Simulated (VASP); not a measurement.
# Band gap of Cs2AgBiBr6 at several levels of theory, part 3 of 4

How does the band gap of Cs2AgBiBr6 depend on the functional? The starting structure is a cell with measured lattice constants from the literature and the atomic positions of a computed structure of the Materials Project. The atoms were first relaxed with LDA in that cell, in a run that isn't shown, and the relaxed structure is the one below. Meshes and data sets differ where the inputs say so.

VASP 6.6.1.

Results so far: LDA 1.065 eV; PBE 1.213 eV; r2SCAN 1.574 eV; LDA+U (Ag d 5 eV) 1.454 eV; r2SCAN+U (Ag d 2.5 eV) 1.810 eV.

## Step 8: Bands with LDA + spin-orbit coupling

Level of this step: LDA, spin-orbit coupling; plane waves and PAW (Bi_d, Cs_sv, Ag, Br) (VASP).

Spin-orbit coupling is switched on in this step.

INCAR

```
SYSTEM = Cs2AgBiBr6
PREC = Accurate
ENCUT = 350
EDIFF = 1E-06
NELM = 100
ISMEAR = 0
SIGMA = 0.03
LREAL = .FALSE.
ALGO = Normal
GGA = CA
LNONCOLLINEAR = .TRUE.
MAGMOM = 0 0 0 0 0 0 0 0 0 0 0 0 0 0 0 0 0 0 0 0 0 0 0 0 0 0 0 0 0 0
NBANDS = 106
GGA_COMPAT = .FALSE.
LASPH = .TRUE.
LSORBIT = .TRUE.
LMAXMIX = 4
LORBIT = 11
LWAVE = .FALSE.
LCHARG = .FALSE.
KPAR = 8
NCORE = 2
```

POSCAR

```
Cs2AgBiBr6
1.0
    0.0000000000      5.6333000000      5.6333000000
    5.6333000000      0.0000000000      5.6333000000
    5.6333000000      5.6333000000      0.0000000000
Bi Cs Ag Br
1 2 1 6
Direct
    0.0000000000      0.0000000000      0.0000000000
    0.2500000000      0.2500000000      0.2500000000
    0.7500000000      0.7500000000      0.7500000000
    0.5000000000      0.5000000000      0.5000000000
    0.7461344694      0.7461344694      0.2538655306
    0.7461344694      0.2538655306      0.7461344694
    0.2538655306      0.7461344694      0.2538655306
    0.2538655306      0.7461344694      0.7461344694
    0.2538655306      0.2538655306      0.7461344694
    0.7461344694      0.2538655306      0.2538655306
```

KPOINTS

```
Automatic mesh
0
Gamma
4 4 4
0 0 0
```

KPOINTS_OPT

```
Line mode
8
Line-mode
Reciprocal
  0.00000000   0.00000000   0.00000000 GAMMA
  0.50000000   0.00000000   0.50000000 X

  0.50000000   0.00000000   0.50000000 X
  0.50000000   0.25000000   0.75000000 W

  0.50000000   0.25000000   0.75000000 W
  0.37500000   0.37500000   0.75000000 K

  0.37500000   0.37500000   0.75000000 K
  0.00000000   0.00000000   0.00000000 GAMMA

  0.00000000   0.00000000   0.00000000 GAMMA
  0.50000000   0.50000000   0.50000000 L

  0.50000000   0.50000000   0.50000000 L
  0.62500000   0.25000000   0.62500000 U

  0.62500000   0.25000000   0.62500000 U
  0.50000000   0.25000000   0.75000000 W

  0.50000000   0.25000000   0.75000000 W
  0.50000000   0.50000000   0.50000000 L

  0.50000000   0.50000000   0.50000000 L
  0.37500000   0.37500000   0.75000000 K

  0.62500000   0.25000000   0.62500000 U
  0.50000000   0.00000000   0.50000000 X
```

PAW data sets: Bi_d, Cs_sv, Ag and Br (LDA family, release 64).

On the command line:

```
$ mpirun -np 16 vasp_ncl
```

What it wrote:

```text
[... set-up lines as in an earlier step ...]
 entering main loop
       N       E                     dE             d eps       ncg     rms          rms(c)
DAV:   1     0.600031530722E+03    0.60003E+03   -0.29996E+04  1784   0.106E+03
DAV:   2     0.328383858775E+02   -0.56719E+03   -0.54878E+03  2064   0.264E+02
DAV:   3    -0.338089126477E+02   -0.66647E+02   -0.66091E+02  2024   0.113E+02
DAV:   4    -0.364206556790E+02   -0.26117E+01   -0.26024E+01  2048   0.274E+01
[...]
DAV:  11    -0.352790954197E+02   -0.48366E-04   -0.31392E-04  2064   0.697E-02    0.519E-02
DAV:  12    -0.352791201326E+02   -0.24713E-04   -0.69768E-05  2176   0.409E-02    0.140E-02
DAV:  13    -0.352791201829E+02   -0.50348E-07   -0.58977E-06  1832   0.136E-02
   1 F= -.35279120E+02 E0= -.35279120E+02  d E =-.415703E-13  mag=     0.0000     0.0000    -0.0000
 Start KPOINTS_OPT (optional k-point list driver)
k-point batch [1-8\80]
       N       E                     dE             ncg
DAV:   1     0.255728314143E+03   -0.41918E+04     1816
DAV:   2    -0.426566552983E+04   -0.45214E+04     2032
DAV:   3    -0.480228766758E+04   -0.53662E+03     2040
DAV:   4    -0.482196379123E+04   -0.19676E+02     2016
DAV:   5    -0.482277115327E+04   -0.80736E+00     2408
DAV:   6    -0.482278785565E+04   -0.16702E-01     2296
DAV:   7    -0.482278829976E+04   -0.44411E-03     2456
DAV:   8    -0.482278830555E+04   -0.57865E-05     2312
DAV:   9    -0.482278830568E+04   -0.12918E-06     1352
[...]
k-point batch [73-80\80]
       N       E                     dE             ncg
DAV:   1     0.246443636822E+03   -0.96790E+04     1792
DAV:   2    -0.430448668223E+04   -0.45509E+04     2078
DAV:   3    -0.481764705288E+04   -0.51316E+03     2016
DAV:   4    -0.483680205085E+04   -0.19155E+02     2056
DAV:   5    -0.483752980198E+04   -0.72775E+00     2272
DAV:   6    -0.483755398939E+04   -0.24187E-01     2392
DAV:   7    -0.483755438981E+04   -0.40042E-03     2384
DAV:   8    -0.483755439565E+04   -0.58425E-05     2344
DAV:   9    -0.483755439574E+04   -0.91608E-07     1296
```

Run time: 3.4 min. Hardware: 16 MPI ranks of Intel Xeon 6975P-C (Granite Rapids), shared host; peak memory 9.9 GiB; 54 min of CPU time.

From OUTCAR (step 8):

```text
  Total       -4.3993960     -4.3993960     -4.3993960     -0.0000000      0.0000000     -0.0000000
  in kB      -19.7144651    -19.7144651    -19.7144651     -0.0000000      0.0000000     -0.0000000
  external PRESSURE =     -19.7144651 kB  Pullay stress =       0.0000000 kB

 POSITION                                       TOTAL-FORCE (eV/Angst)
 -----------------------------------------------------------------------------------
      0.00000      0.00000      0.00000        -0.000000     -0.000000      0.000000
      2.81665      2.81665      2.81665        -0.000000     -0.000000     -0.000000
      8.44995      8.44995      8.44995         0.000000      0.000000      0.000000
      5.63330      5.63330      5.63330         0.000000      0.000000      0.000000
      5.63330      5.63330      8.40640         0.000000      0.000000     -0.075307
      5.63330      8.40640      5.63330         0.000000     -0.075307      0.000000
      5.63330      2.86020      5.63330         0.000000      0.075307      0.000000
      8.40640      5.63330      5.63330        -0.075307      0.000000      0.000000
      5.63330      5.63330      2.86020         0.000000      0.000000      0.075307
      2.86020      5.63330      5.63330         0.075307      0.000000      0.000000
 -----------------------------------------------------------------------------------
    total drift:                                0.000000     -0.000000     -0.000000

  FREE ENERGIE OF THE ION-ELECTRON SYSTEM (eV)
  ---------------------------------------------------
  free  energy   TOTEN  =       -35.2791201829 eV

  energy  without entropy=      -35.2791201829  energy(sigma->0) =      -35.27912018

 magnetization (x)
# of ion       s       p       d       tot
------------------------------------------
    1        0.000  -0.000   0.000   0.000
    2       -0.000   0.000   0.000  -0.000
    3       -0.000  -0.000   0.000  -0.000
    4        0.000   0.000   0.000   0.000
    5       -0.000  -0.000   0.000  -0.000
    6        0.000   0.000  -0.000   0.000
    7        0.000   0.000  -0.000   0.000
    8        0.000   0.000  -0.000  -0.000
    9       -0.000   0.000   0.000   0.000
   10        0.000   0.000   0.000   0.000
--------------------------------------------------
tot         -0.000   0.000  -0.000   0.000

 magnetization (y)
# of ion       s       p       d       tot
------------------------------------------
    1       -0.000  -0.000   0.000  -0.000
    2        0.000   0.000   0.000   0.000
    3        0.000   0.000   0.000   0.000
    4        0.000   0.000  -0.000  -0.000
    5        0.000   0.000  -0.000   0.000
    6        0.000   0.000  -0.000  -0.000
    7        0.000   0.000   0.000   0.000
    8       -0.000  -0.000   0.000  -0.000
    9        0.000   0.000  -0.000   0.000
   10       -0.000   0.000   0.000   0.000
--------------------------------------------------
tot          0.000   0.000  -0.000   0.000

 magnetization (z)
# of ion       s       p       d       tot
------------------------------------------
    1       -0.000  -0.000   0.000  -0.000
    2        0.000   0.000   0.000   0.000
    3        0.000  -0.000   0.000   0.000
    4       -0.000   0.000  -0.000  -0.000
    5        0.000   0.000   0.000   0.000
    6       -0.000   0.000   0.000  -0.000
    7        0.000   0.000   0.000   0.000
    8        0.000   0.000  -0.000   0.000
    9        0.000   0.000   0.000   0.000
   10        0.000   0.000  -0.000   0.000
--------------------------------------------------
tot          0.000   0.000  -0.000   0.000

[... 1 part as in an earlier step ...]

[... 2 further parts left out ...]
[key lines of the parts left out:]
E-fermi :   1.3447
```

LDA + spin-orbit coupling gives a least gap of 0.917 eV, and a least direct gap of 1.643 eV. The least gap is -0.148 eV from that of LDA.

## Step 9: Bands with r2SCAN + spin-orbit coupling

INCAR: that of step 8 with these lines changed.

```diff
@@ -9,3 +9,4 @@
 ALGO = Normal
-GGA = CA
+METAGGA = R2SCAN
+LASPH = .TRUE.
 LNONCOLLINEAR = .TRUE.
@@ -14,3 +15,2 @@
 GGA_COMPAT = .FALSE.
-LASPH = .TRUE.
 LSORBIT = .TRUE.
```

POSCAR is that of step 8.

KPOINTS is that of step 8.

KPOINTS_OPT is that of step 8.

The projector-augmented-wave data sets are Bi_d, Cs_sv, Ag and Br (PBE family, release 64).

On the command line:

```
$ mpirun -np 16 vasp_ncl
```

What it wrote:

```text
[... set-up lines as in an earlier step ...]
 entering main loop
       N       E                     dE             d eps       ncg     rms          rms(c)
DAV:   1     0.411613508616E+03    0.41161E+03   -0.30599E+04  1784   0.108E+03
DAV:   2    -0.171624696646E+03   -0.58324E+03   -0.56452E+03  2048   0.271E+02
DAV:   3    -0.241161459918E+03   -0.69537E+02   -0.68929E+02  2032   0.117E+02
DAV:   4    -0.243826454456E+03   -0.26650E+01   -0.26532E+01  2040   0.279E+01
[...]
DAV:  13    -0.223524744513E+03   -0.26703E-04   -0.50377E-05  2136   0.383E-02    0.167E-02
DAV:  14    -0.223524752660E+03   -0.81473E-05   -0.16447E-05  1998   0.294E-02    0.755E-03
DAV:  15    -0.223524752657E+03    0.30459E-08   -0.28658E-06  1664   0.112E-02
   1 F= -.22352475E+03 E0= -.22352475E+03  d E =-.202583E-17  mag=    -0.0000     0.0000     0.0000
 Start KPOINTS_OPT (optional k-point list driver)
k-point batch [1-8\80]
       N       E                     dE             ncg
DAV:   1     0.247446121055E+03   -0.42001E+04     1824
DAV:   2    -0.454438237103E+04   -0.47918E+04     2040
DAV:   3    -0.509359170238E+04   -0.54921E+03     2032
DAV:   4    -0.511200799982E+04   -0.18416E+02     2032
DAV:   5    -0.511271619651E+04   -0.70820E+00     2408
DAV:   6    -0.511273324362E+04   -0.17047E-01     2336
DAV:   7    -0.511273359199E+04   -0.34837E-03     2440
DAV:   8    -0.511273359813E+04   -0.61368E-05     2296
DAV:   9    -0.511273359824E+04   -0.11557E-06     1328
[...]
k-point batch [73-80\80]
       N       E                     dE             ncg
DAV:   1     0.237198845743E+03   -0.96882E+04     1792
DAV:   2    -0.458245548798E+04   -0.48197E+04     2084
DAV:   3    -0.510790520421E+04   -0.52545E+03     2032
DAV:   4    -0.512496882338E+04   -0.17064E+02     2040
DAV:   5    -0.512560865480E+04   -0.63983E+00     2352
DAV:   6    -0.512562829486E+04   -0.19640E-01     2392
DAV:   7    -0.512562853882E+04   -0.24395E-03     2384
DAV:   8    -0.512562854472E+04   -0.59015E-05     2328
DAV:   9    -0.512562854481E+04   -0.91442E-07     1304
```

Wall time 11 min (16 MPI ranks); peak memory 12 GiB; 2.9 h of CPU time.

From OUTCAR (step 9):

```text
  Total        0.7621352      0.7621352      0.7621352     -0.0000000     -0.0000000      0.0000000
  in kB        3.4152614      3.4152614      3.4152614     -0.0000000     -0.0000000      0.0000000
  external PRESSURE =       3.4152614 kB  Pullay stress =       0.0000000 kB

 POSITION                                       TOTAL-FORCE (eV/Angst)
 -----------------------------------------------------------------------------------
      0.00000      0.00000      0.00000        -0.000000      0.000000      0.000000
      2.81665      2.81665      2.81665         0.000000      0.000000      0.000000
      8.44995      8.44995      8.44995        -0.000000      0.000000      0.000000
      5.63330      5.63330      5.63330        -0.000000      0.000000      0.000000
      5.63330      5.63330      8.40640         0.000000      0.000000      0.082457
      5.63330      8.40640      5.63330         0.000000      0.082457      0.000000
      5.63330      2.86020      5.63330         0.000000     -0.082457      0.000000
      8.40640      5.63330      5.63330         0.082457      0.000000      0.000000
      5.63330      5.63330      2.86020         0.000000      0.000000     -0.082457
      2.86020      5.63330      5.63330        -0.082457      0.000000      0.000000
 -----------------------------------------------------------------------------------
    total drift:                                0.000000     -0.000000     -0.000000

  FREE ENERGIE OF THE ION-ELECTRON SYSTEM (eV)
  ---------------------------------------------------
  free  energy   TOTEN  =      -223.5247526573 eV

  energy  without entropy=     -223.5247526573  energy(sigma->0) =     -223.52475266

 magnetization (x)
# of ion       s       p       d       tot
------------------------------------------
    1       -0.000   0.000   0.000  -0.000
    2        0.000  -0.000   0.000   0.000
    3        0.000  -0.000   0.000   0.000
    4        0.000   0.000  -0.000  -0.000
    5        0.000   0.000   0.000   0.000
    6        0.000  -0.000  -0.000  -0.000
    7        0.000  -0.000  -0.000  -0.000
    8        0.000   0.000   0.000   0.000
    9        0.000   0.000   0.000   0.000
   10        0.000   0.000   0.000   0.000
--------------------------------------------------
tot          0.000  -0.000  -0.000   0.000

 magnetization (y)
# of ion       s       p       d       tot
------------------------------------------
    1        0.000   0.000  -0.000   0.000
    2        0.000   0.000   0.000   0.000
    3        0.000   0.000   0.000   0.000
    4       -0.000  -0.000  -0.000  -0.000
    5        0.000  -0.000  -0.000  -0.000
    6        0.000   0.000   0.000   0.000
    7        0.000   0.000   0.000   0.000
    8        0.000   0.000   0.000   0.000
    9       -0.000  -0.000   0.000  -0.000
   10        0.000   0.000   0.000   0.000
--------------------------------------------------
tot          0.000   0.000  -0.000   0.000

 magnetization (z)
# of ion       s       p       d       tot
------------------------------------------
    1        0.000   0.000   0.000   0.000
    2        0.000   0.000   0.000   0.000
    3        0.000   0.000   0.000   0.000
    4       -0.000   0.000  -0.000  -0.000
    5        0.000   0.000   0.000   0.000
    6        0.000   0.000   0.000   0.000
    7       -0.000   0.000   0.000   0.000
    8        0.000  -0.000   0.000  -0.000
    9        0.000   0.000   0.000   0.000
   10        0.000  -0.000   0.000  -0.000
--------------------------------------------------
tot          0.000   0.000   0.000   0.000

[... 2 parts as in an earlier step ...]

[... 1 further part left out ...]
[key lines of the parts left out:]
E-fermi :   1.2771
```

r2SCAN + spin-orbit coupling gives a least gap of 1.367 eV, and a least direct gap of 1.990 eV. The least gap is -0.207 eV from that of r2SCAN.

(Continued in part 4 of 4.)

[Lines on the potential files, build, host, timing and source positions are cut from VASP's logs without a mark.]

[Logs are printed without paths, hosts, clocks, repeated set-up lines and the standing remarks that a program may print on its own settings, such as how far it seeks lower states.]

[Hosts, paths, dates, database ids (printed as entryN), source tags and the programs' standing remarks are cut or masked in the printed files.]
